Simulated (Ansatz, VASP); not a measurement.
# Cross-check of W between VASP and Ansatz

Aim: how closely do two programs agree when they are given the same cell, functional and k mesh? The cell is taken from a series of runs on this material, whose earlier steps may have relaxed, scaled, displaced or heated it; both programs get it as it stands.

Calculated with Ansatz 0.2.0; plane waves, with VASP 6.6.1 beside it; single point at PBEsol.

## Step 1: The structure

The cell holds 10 atoms: 10 W. Cell: a = 4.356 Å, b = 4.356 Å, c = 36.460 Å, α = 90.0°, β = 90.0°, γ = 90.0°. It derives from W. Vacuum lies along c.

As a file:

```cif
data_structure
_symmetry_space_group_name_H-M 'P 1'
_symmetry_Int_Tables_number 1
_cell_length_a 4.3558
_cell_length_b 4.3558
_cell_length_c 36.4600
_cell_angle_alpha 90.000
_cell_angle_beta 90.000
_cell_angle_gamma 90.000
_cell_volume 691.74
loop_
_atom_site_label
_atom_site_type_symbol
_atom_site_fract_x
_atom_site_fract_y
_atom_site_fract_z
_atom_site_occupancy
W1 W 0.00000 0.03214 0.82008 1
W2 W 0.50000 0.46786 0.82008 1
W3 W 0.00000 0.50286 0.77939 1
W4 W 0.50000 0.99714 0.77939 1
W5 W 0.50000 0.50000 0.73491 1
W6 W 0.00000 0.00000 0.73491 1
W7 W 0.00000 0.49714 0.69044 1
W8 W 0.50000 0.00286 0.69044 1
W9 W 0.00000 0.96786 0.64975 1
W10 W 0.50000 0.53214 0.64975 1
```

## Step 2: VASP: single point, PBEsol, pair 1

A single point gives forces, pressure and levels at one fixed geometry, so differences don't come from the geometry; what else differs is listed under the comparison.

Lines of VASP's logs that name or quote its potential files are left out, and so is its time.

The input, INCAR:

```
SYSTEM = W
PREC = Accurate
ENCUT = 520
EDIFF = 1E-06
NELM = 120
ISMEAR = 1
SIGMA = 0.2
LREAL = .FALSE.
ALGO = Normal
GGA = PS
NBANDS = 40
LASPH = .TRUE.
LORBIT = 11
LWAVE = .FALSE.
LCHARG = .FALSE.
ISIF = 2
LDIPOL = .TRUE.
IDIPOL = 3
DIPOL = 0.5 0.5 0.735
LVHAR = .TRUE.
GGA_COMPAT = .FALSE.
NELMDL = -8
KPAR = 2
```

The input, POSCAR:

```
W
1.0
   -3.0799851754     -3.0799851754      0.0000000000
   -3.0799851754      3.0799851754      0.0000000000
    0.0000000000      0.0000000000    -36.4599902000
W
10
Direct
    0.0000000000      0.0321413720      0.8200805945
    0.5000000000      0.4678586280      0.8200805945
    0.0000000000      0.5028606829      0.7793861571
    0.5000000000      0.9971393171      0.7793861571
    0.5000000000      0.5000000000      0.7349149041
    0.0000000000      0.0000000000      0.7349149041
    0.0000000000      0.4971393171      0.6904436511
    0.5000000000      0.0028606829      0.6904436511
    0.0000000000      0.9678586280      0.6497492137
    0.5000000000      0.5321413720      0.6497492137
```

The input, KPOINTS:

```
Automatic mesh
0
Gamma
8 8 1
0 0 0
```

Potentials, in the order of the species: W (PBE family, release 64).

Command:

```sh
$ mpirun -np 2 vasp_std
```

Numbers of over 12 decimals in the logs are rounded to 6 here.

The log of the run:

```text
[banner, memory and clock lines left out]
running    2 mpi-ranks, on    1 nodes
 distrk:  each k-point on    1 cores,    2 groups
 distr:  one band on    1 cores,    1 groups

 POSCAR found type information on POSCAR W
 POSCAR found :  1 types and      10 ions
|                                                                             |
|               ----> ADVICE to this user running VASP <----                  |
|                                                                             |
|     You enforced a specific xc type in the INCAR file but a different       |
|     [... a line on the potential file left out ...]
|     I HOPE YOU KNOW WHAT YOU ARE DOING!                                     |
|                                                                             |

 LDA part: xc-table for (Slater+PW92), standard interpolation
 POSCAR, INCAR and KPOINTS ok, starting setup
 FFT: planning ... GRIDC
 FFT: planning ... GRID_SOFT
 FFT: planning ... GRID
 WAVECAR not read
 entering main loop
       N       E                     dE             d eps       ncg     rms          rms(c)
DAV:   1     0.369088297214E+03    0.36909E+03   -0.19764E+04  2000   0.111E+03
DAV:   2    -0.759285741396E+02   -0.44502E+03   -0.42169E+03  3056   0.222E+02
DAV:   3    -0.134781954081E+03   -0.58853E+02   -0.56893E+02  2384   0.868E+01
DAV:   4    -0.138460283986E+03   -0.36783E+01   -0.35558E+01  3096   0.206E+01
DAV:   5    -0.138599887933E+03   -0.13960E+00   -0.13796E+00  3248   0.404E+00
DAV:   6    -0.138605189496E+03   -0.53016E-02   -0.52742E-02  3368   0.648E-01
DAV:   7    -0.138605417522E+03   -0.22803E-03   -0.22741E-03  3232   0.127E-01
DAV:   8    -0.138605435895E+03   -0.18373E-04   -0.18349E-04  3336   0.251E-02    0.650E+01
DAV:   9    -0.134474800219E+03    0.41306E+01   -0.69462E+01  3088   0.254E+01    0.352E+01
DAV:  10    -0.170697713883E+03   -0.36223E+02   -0.36454E+02  3384   0.722E+01    0.291E+01
DAV:  11    -0.127025885117E+03    0.43672E+02   -0.23886E+02  3368   0.519E+01    0.465E+00
DAV:  12    -0.128474401858E+03   -0.14485E+01   -0.17473E+01  3024   0.155E+01    0.548E+00
DAV:  13    -0.128382263107E+03    0.92139E-01   -0.11477E+00  3280   0.407E+00    0.379E+00
DAV:  14    -0.128384695031E+03   -0.24319E-02   -0.51040E-02  3088   0.939E-01    0.361E+00
[...]
DAV:  26    -0.128327119774E+03   -0.23479E-04   -0.94060E-06  2824   0.109E-02    0.200E-02
DAV:  27    -0.128327130655E+03   -0.10881E-04   -0.83285E-07  1672   0.421E-03    0.131E-02
DAV:  28    -0.128327136307E+03   -0.56526E-05   -0.59046E-07  1552   0.292E-03    0.903E-03
DAV:  29    -0.128327144265E+03   -0.79577E-05   -0.29290E-06  2080   0.613E-03    0.548E-03
DAV:  30    -0.128327151156E+03   -0.68908E-05   -0.73737E-07  1592   0.392E-03    0.243E-03
DAV:  31    -0.128327152224E+03   -0.10682E-05   -0.45420E-07  1528   0.277E-03    0.185E-03
DAV:  32    -0.128327153558E+03   -0.13337E-05   -0.20195E-07  1528   0.244E-03    0.154E-03
DAV:  33    -0.128327154329E+03   -0.77066E-06   -0.10433E-07  1496   0.126E-03
   1 F= -.12832715E+03 E0= -.12832253E+03  d E =-.138764E-01
```

OUTCAR, selected parts (step 2):

```text
ion  position               nearest neighbor table
   1  0.000  0.032  0.820-   3 2.53   4 2.64   4 2.64   3 2.74   2 2.89   2 2.89   6 3.11   2 3.28
                             2 3.28
   2  0.500  0.468  0.820-   4 2.53   3 2.64   3 2.64   4 2.74   1 2.89   1 2.89   5 3.11   1 3.28
                             1 3.28
   3  0.000  0.503  0.779-   1 2.53   2 2.64   2 2.64   6 2.71   5 2.72   5 2.72   6 2.73   1 2.74
                             4 3.06   4 3.06   4 3.10   4 3.10   7 3.24
   4  0.500  0.997  0.779-   2 2.53   1 2.64   1 2.64   5 2.71   6 2.72   6 2.72   5 2.73   2 2.74
                             3 3.06   3 3.06   3 3.10   3 3.10   8 3.24
   5  0.500  0.500  0.735-   4 2.71   8 2.71   3 2.72   3 2.72   7 2.72   7 2.72   4 2.73   8 2.73
                             6 3.08   6 3.08   6 3.08   6 3.08   2 3.11  10 3.11
   6  0.000  0.000  0.735-   3 2.71   7 2.71   4 2.72   4 2.72   8 2.72   8 2.72   3 2.73   7 2.73
                             5 3.08   5 3.08   5 3.08   5 3.08   1 3.11   9 3.11
   7  0.000  0.497  0.690-   9 2.53  10 2.64  10 2.64   6 2.71   5 2.72   5 2.72   6 2.73   9 2.74
                             8 3.06   8 3.06   8 3.10   8 3.10   3 3.24
   8  0.500  0.003  0.690-  10 2.53   9 2.64   9 2.64   5 2.71   6 2.72   6 2.72   5 2.73  10 2.74
                             7 3.06   7 3.06   7 3.10   7 3.10   4 3.24
   9  0.000  0.968  0.650-   7 2.53   8 2.64   8 2.64   7 2.74  10 2.89  10 2.89   6 3.11  10 3.28
                            10 3.28
  10  0.500  0.532  0.650-   8 2.53   7 2.64   7 2.64   8 2.74   9 2.89   9 2.89   5 3.11   9 3.28
                             9 3.28

  LATTYP: Found a simple tetragonal cell.
 ALAT       =     4.3557568070
 C/A-ratio  =     8.3705293514

 Subroutine GETGRP returns: Found  8 space group operations
 (whereof  2 operations were pure point group operations)

The static configuration has the point symmetry C_1h.
 The point group associated with its full space group is D_2h.

 Found     25 irreducible k-points:

   k-points           NKPTS =     25   k-points in BZ     NKDIM =     25   number of bands    NBANDS=     40

   dimension x,y,z NGX =    32 NGY =   32 NGZ =  280
   dimension x,y,z NGXF=    64 NGYF=   64 NGZF=  560

   ENCUT  =  520.0 eV  38.22 Ry    6.18 a.u.   8.10  8.10 67.79*2*pi/ulx,y,z

   NELECT =      60.0000    total number of electrons

 k-points in reciprocal lattice and weights: Automatic mesh
   0.00000000  0.00000000  0.00000000       0.016
   0.12500000  0.00000000  0.00000000       0.031
   0.00000000  0.12500000  0.00000000       0.031
   0.25000000  0.00000000  0.00000000       0.031
   0.00000000  0.25000000  0.00000000       0.031
   0.37500000  0.00000000  0.00000000       0.031
   0.00000000  0.37500000  0.00000000       0.031
   0.50000000  0.00000000  0.00000000       0.016
   0.00000000  0.50000000  0.00000000       0.016
[...]
-0.37500000  0.50000000  0.00000000       0.031
   0.50000000  0.50000000  0.00000000       0.016

 dipolmoment           0.000000      0.000000      0.000005 electrons x Angstroem

 average (electrostatic) potential at core
       1 -46.7887       2 -46.7887       3 -46.6190       4 -46.6190       5 -46.9426
       6 -46.9426       7 -46.6190       8 -46.6190       9 -46.7887      10 -46.7887

 E-fermi :  -1.6093

 k-point     1 :       0.0000    0.0000    0.0000
  band No.  band energies     occupation
    ...
     25      -2.3115      2.00001
     26      -2.2789      2.00002
     27      -2.0584      2.00669
     28      -1.9392      2.04159
     29      -1.7967      2.03459
     30      -1.4969      0.19556
     31      -1.4483      0.01724
     32      -1.3713     -0.07053
     33      -0.2775     -0.00000
     34      -0.1232     -0.00000
    ...

 k-point     2 :       0.1250    0.0000    0.0000
  band No.  band energies     occupation
    ...
     26      -2.3109      2.00001
     27      -2.1382      2.00119
     28      -1.9502      2.03672
     29      -1.8893      2.06355
     30      -1.5976      0.90080
     31      -1.1267     -0.00339
     32      -0.9741     -0.00007
     33      -0.4315     -0.00000
     34      -0.4214     -0.00000
     35      -0.0061     -0.00000
    ...

 k-point     3 :       0.0000    0.1250    0.0000
  band No.  band energies     occupation
    ...
     26      -2.2659      2.00004
     27      -2.0994      2.00288
     28      -1.9527      2.03564
     29      -1.8610      2.07058
     30      -1.6613      1.42378
     31      -1.0663     -0.00084
     32      -0.8770     -0.00000
     33      -0.5482     -0.00000
     34      -0.3397     -0.00000
     35      -0.0777     -0.00000
    ...

  Total       -1.7113628     -1.7113628     -1.4678172     -0.2446736      0.0000000     -0.0000000
  in kB       -3.9637738     -3.9637738     -3.3996856     -0.5667008      0.0000000     -0.0000000
  external PRESSURE =      -3.7757444 kB  Pullay stress =       0.0000000 kB

  energy-cutoff  :      520.00
  volume of cell :      691.74
      direct lattice vectors                 reciprocal lattice vectors
    -3.079985175 -3.079985175  0.000000000    -0.162338444 -0.162338444  0.000000000
    -3.079985175  3.079985175  0.000000000    -0.162338444  0.162338444  0.000000000
     0.000000000  0.000000000-36.459990200     0.000000000  0.000000000 -0.027427325

 POSITION                                       TOTAL-FORCE (eV/Angst)
 -----------------------------------------------------------------------------------
     -0.09899      0.09899    -29.90013        -0.447199      0.447199      0.015845
     -2.98099     -0.09899    -29.90013         0.447199     -0.447199      0.015845
     -1.54880      1.54880    -28.41641        -0.055872      0.055872      0.186328
     -4.61117      1.53118    -28.41641         0.055872     -0.055872      0.186328
     -3.07999      0.00000    -26.79499         0.000000      0.000000     -0.000000
      0.00000      0.00000    -26.79499        -0.000000      0.000000     -0.000000
     -1.53118      1.53118    -25.17357         0.055872     -0.055872     -0.186328
     -1.54880     -1.53118    -25.17357        -0.055872      0.055872     -0.186328
     -2.98099      2.98099    -23.68985         0.447199     -0.447199     -0.015845
     -3.17898      0.09899    -23.68985        -0.447199      0.447199     -0.015845
 -----------------------------------------------------------------------------------
    total drift:                               -0.000000      0.000000      0.000090

  FREE ENERGIE OF THE ION-ELECTRON SYSTEM (eV)
  ---------------------------------------------------
  free  energy   TOTEN  =      -128.3271543285 eV

  energy  without entropy=     -128.3132779346  energy(sigma->0) =     -128.32252886

 vacuum level on the upper side and lower side of the slab         2.804         2.804

 total charge
# of ion       s       p       d       tot
------------------------------------------
    1        0.676   0.458   4.169   5.303
    2        0.676   0.458   4.169   5.303
    3        0.719   0.747   4.350   5.817
    4        0.719   0.747   4.350   5.817
    5        0.690   0.733   4.256   5.679
    6        0.690   0.733   4.256   5.679
    7        0.719   0.747   4.350   5.817
    8        0.719   0.747   4.350   5.817
    9        0.676   0.458   4.169   5.303
   10        0.676   0.458   4.169   5.303
--------------------------------------------------
tot          6.959   6.288  42.590  55.838

[... 3 further parts left out ...]
```

The run ends at a pressure of -0.38 GPa, with forces up to 0.63 eV/Å.

## Step 3: Ansatz: single point, PBEsol, pair 1

Ansatz runs on its PAW soft_1 files.

The same cell, functional, mesh and smearing now go to Ansatz, which takes its cutoff from its data sets.

The input, input.yaml:

```yaml
crystal:
  lattice:
    - [-3.0799851754, -3.0799851754, 0.0]
    - [-3.0799851754, 3.0799851754, 0.0]
    - [0.0, 0.0, -36.4599902]
  atoms:
    - { symbol: W, position: [1.0, 0.032141372, 0.8200805945] }
    - { symbol: W, position: [0.5, 0.467858628, 0.8200805945] }
    - { symbol: W, position: [0.0, 0.5028606829, 0.7793861571] }
    - { symbol: W, position: [0.5, -0.0028606829, 0.7793861571] }
    - { symbol: W, position: [0.5, 0.5, 0.7349149041] }
    - { symbol: W, position: [0.0, 0.0, 0.7349149041] }
    - { symbol: W, position: [0.0, 0.4971393171, 0.6904436511] }
    - { symbol: W, position: [0.5, 0.0028606829, 0.6904436511] }
    - { symbol: W, position: [1.0, -0.032141372, 0.6497492137] }
    - { symbol: W, position: [0.5, 0.532141372, 0.6497492137] }
  periodic: [true, true, false]
kpoints:
  mp_grid: { grid: [8, 8, 1] }
hamiltonian:
  xc: pbesol
  pseudopotentials: { kind: paw, azcp: { folder: soft_1 }, xc_functional: pbe }
scf:
  occupations: { method: methfessel_paxton, width: 0.2 }
output:
  forces: true
  stress: true
  eigenvalues: true
  write_density: true
  write_potential: true
  elf: true
  volumetric_format: npy
```

Command:

```sh
$ ansatz run input.yaml --threads 8 --pin off --max-ram 16384MiB --backend cpu --events-out ev --progress --plain --runs-dir out
```

The log of the run:

```text
Engine: ansatz 0.2.0, aarch64-unknown-linux-gnu
Pseudopotentials: kind: paw
Pseudopotential: W, paw, valence charge 14, recommended cutoff 420 eV (normal), soft_1/W.paw.azcp
Functional definition: PBEsol
  exchange = pbesol_x
  correlation = pbesol_c
Crystal: 10 atoms, lattice volume = 691.741 Å³
Basis set: ecut = 420 eV, 13513 PW (Γ), exchange–correlation on 60×60×500 points (8 copies of the dense FFT grid, shifted against one another)
Bands: 84, of which v1, the nominal top of the filled ones, is band 70 counted from 1 (69 counted from 0)
Symmetry: 8 space group operations
Space group: Pmna (ITA 53), of the structure as read, at distance tolerance 8.8e-5 Å
k-points: 25 of 64
Non-local potential: W, projectors of the file, l = 0: 3, l = 1: 2, l = 2: 2, l = 3: 1
PAW form: soft (Blöchl's): semilocal exchange-correlation on the pseudo side does not see the compensation charge
PAW frozen core: W, regenerated for the run's functional, and the local potential with it (the file was generated under x = pbe(κ = 0.804, μ = 0.219515), c = pbe(β = 0.066725))
PAW one-centre angular grid: W, 590 points (default); XC on 64 Gauss nodes
Initial density: superposition of atomic densities (neutral atoms: chi_scale 0, normalization atom)
Initial wavefunctions: pseudopotential atomic-orbital guess
Functional: x = pbesol(κ = 0.804, μ = 0.123457), c = pbesol(β = 0.046)
SCF iter   1: F=—  HF=-102573.243231 eV  |F-HF|=—  |Δ(HF+E_count)|=         —  Δρ=3.87e-2  dr2=6.94e1  ethr=3.10e-3  ⟨swp⟩=12.4  Hψ=14373  notcnv=0
preconditioner: auto → LDOS  [metal: Δε(μ)=0.004 eV  Ē_g=5.228 eV  σ=0.200 eV  W_gap=0.02  n_scr=112 (ndim 8)  ℏωp=10.9 eV  f_vac=0.709  D(μ)=8.47/eV (n_scr^D=36)  β→1.0]
SCF iter   2: F=—  HF=-102569.493103 eV  |F-HF|=—  |Δ(HF+E_count)|=    3.75e0  S|Δr|=    0.00e0  Δρ=2.98e-2  dr2=3.96e1  ethr=3.10e-3  ⟨swp⟩=6.7  Hψ=6738  notcnv=0  defer=92
SCF iter   3: F=—  HF=-102565.434871 eV  |F-HF|=—  |Δ(HF+E_count)|=    4.06e0  S|Δr|=    0.00e0  Δρ=5.64e-3  dr2=1.20e0  ethr=3.10e-3  ⟨swp⟩=5.4  Hψ=5913  notcnv=0  defer=101
SCF iter   4: F=—  HF=-102565.272432 eV  |F-HF|=—  |Δ(HF+E_count)|=   1.62e-1  S|Δr|=    0.00e0  Δρ=1.46e-3  dr2=4.51e-2  ethr=8.56e-4  ⟨swp⟩=3.4  Hψ=3691  notcnv=0  defer=96
SCF iter   5: F=—  HF=-102565.274290 eV  |F-HF|=—  |Δ(HF+E_count)|=   1.86e-3  S|Δr|=    0.00e0  Δρ=4.47e-4  dr2=4.01e-3  ethr=3.22e-5  ⟨swp⟩=4.2  Hψ=4829  notcnv=0  defer=91
SCF iter   6: F=—  HF=-102565.274357 eV  |F-HF|=—  |Δ(HF+E_count)|=   6.72e-5  S|Δr|=    0.00e0  Δρ=1.36e-4  dr2=3.13e-4  ethr=2.86e-6  ⟨swp⟩=3.9  Hψ=4426  notcnv=0  defer=91
SCF iter   7: F=—  HF=-102565.274371 eV  |F-HF|=—  |Δ(HF+E_count)|=   1.45e-5  S|Δr|=    0.00e0  Δρ=5.85e-5  dr2=1.17e-4  ethr=2.23e-7  ⟨swp⟩=3.7  Hψ=4683  notcnv=0  defer=91
SCF iter   8: F=—  HF=-102565.274351 eV  |F-HF|=—  |Δ(HF+E_count)|=   2.04e-5  S|Δr|=    0.00e0  Δρ=1.91e-5  dr2=1.42e-5  ethr=8.33e-8  ⟨swp⟩=3.5  Hψ=4076  notcnv=0  defer=91
SCF iter   9: F=—  HF=-102565.274662 eV  |F-HF|=—  |Δ(HF+E_count)|=   3.11e-4  S|Δr|=    0.00e0  Δρ=6.41e-6  dr2=6.35e-7  ethr=1.01e-8  ⟨swp⟩=3.6  Hψ=4169  notcnv=0  defer=92
SCF iter  10: F=—  HF=-102565.274663 eV  |F-HF|=—  |Δ(HF+E_count)|=   5.84e-7  S|Δr|=    0.00e0  Δρ=3.39e-6  dr2=2.21e-7  ethr=7.14e-11  ⟨swp⟩=39.7  Hψ=28970  notcnv=0
SCF iter  11: F=-102565.274663 eV  HF=-102565.274663 eV  |F-HF|=3.83e-8  |Δ(HF+E_count)|=   7.92e-8  S|Δr|=    0.00e0  Δρ=1.28e-6  dr2=1.72e-8  ethr=7.14e-11  ⟨swp⟩=15.5  Hψ=19657  notcnv=0
SCF 1 converged in 11 iterations: F = -102565.274663 eV  dr2 = 1.72e-8
  greatest PAW one-centre occupation: 0.999 electrons in one spin orbital (limit 2), on the W atom at site 7 (counted from 0), in its partial waves of l = 0
WARN: The input density's exchange-correlation potential varies sharply where the density is thin. Do not read a vacuum level from v_tot or v_xc, or from such a field of the output density. On a cell that repeats whose density bears no net charge and no dipole along the vacuum's axis use v_es (v_loc + v_h of the components); under efield.dipole_correction with no amplitude use v_es + v_field, which holds any external [...]
SCF converged after 11 iterations
Stability not checked: this state was not tested for a lower state beside it, because cold or Methfessel-Paxton smearing, or corrected tetrahedra, fill the levels in a way that the test cannot read (fill_not_monotonic; see scf.lower_state_search)
Free energy (F): -102565.274663 eV
Harris-Foulkes:  -102565.274663 eV  (|F-HF|=3.83e-8)
Internal energy: -102565.261171 eV  (E = F + TS)
E sigma→0 (E₀):  -102565.271290 eV
Entropy (-TS):   -0.013492 eV (-1.349 meV/atom)
Fermi energy:    -4.401059 eV
--- Per-component energies (eV) ---
  E_band       = -4563.070555
  E_kinetic    = 4228.273149
  E_local      = -614287.594219  (includes V_loc(G=0)·N_el)
  E_nonlocal   = -221.834149
  E_hartree    = 304836.515099
  E_xc         = -2655.018039
  E_vxc        = -2305.616056  (∫ρ·V_xc dr)
  E_paw        = -84515.366553  (= ΣΔE_a)
  E_vpaw       = -1649.308647  (= ΣTr[D̂ρ^β])
  E_aug_tail   = 0.001505  (compensation charges beyond the density's cutoff)
  E_ewald      = 290047.543458
  E_core_change = 2.218577  (= ΣΔE_core)
  E_smearing   = -0.013492  (= −TS)
  E_closure    = -0.000000  (closes the sum)
  Σ components = -102565.274663   (vs F -102565.274663, Δ=0.00e0)
--- Forces (eV/Å), atoms counted from 1 ---
  atom   1  W     -0.34582603     0.34582603    -0.27947743
  atom   2  W      0.34582603    -0.34582603    -0.27947743
  atom   3  W     -0.15074804     0.15074804     0.30574499
  atom   4  W      0.15074804    -0.15074804     0.30574499
  atom   5  W      0.00000000     0.00000000     0.00000000
  atom   6  W      0.00000000     0.00000000     0.00000000
  atom   7  W      0.15074804    -0.15074804    -0.30574499
  atom   8  W     -0.15074804     0.15074804    -0.30574499
  atom   9  W      0.34582603    -0.34582603     0.27947743
  atom  10  W     -0.34582603     0.34582603     0.27947743
  max |Σ_I F_I| component: 1.67e-16 eV/Å
--- 2D stress c σ (N/m, compression-positive) ---
        1.294135      -0.324677       0.000000
       -0.324677       1.294135       0.000000
        0.000000       0.000000       0.000000
  P = ½ c Tr σ = 1.2941 N/m
--- Band table (eV; the first three rows and the last of 25) ---
  k-point 0: bands = [... 66 lower, -4.8418, -4.7202, -4.6021, -4.2800, -4.2456, -4.1581, -3.0700, -2.9175, ... 10 higher]
  k-point 1: bands = [... 66 lower, -4.8921, -4.7354, -4.6560, -4.4491, -3.8605, -3.6678, -3.3366, -3.1321, ... 10 higher]
  k-point 2: bands = [... 66 lower, -5.0364, -4.8587, -4.6887, -4.1528, -3.8971, -3.8083, -3.6058, -3.5657, ... 10 higher]
  k-point 24: bands = [... 66 lower, -4.5572, -4.5572, -4.4336, -4.4336, -4.3939, -4.3939, -3.5844, -3.5844, ... 10 higher]
  ° read free of the cell's end (the report's vacuum.weakly_bound_levels)
```

(Continued in part 2 of 2.)

[Lines on the potential files, build, host, timing and source positions are cut from VASP's logs without a mark.]

[Logs are printed without paths, hosts, clocks, repeated set-up lines and the standing remarks that a program may print on its own settings, such as how far it seeks lower states.]

[Hosts, paths, dates, database ids (printed as entryN), source tags and the programs' standing remarks are cut or masked in the printed files.]
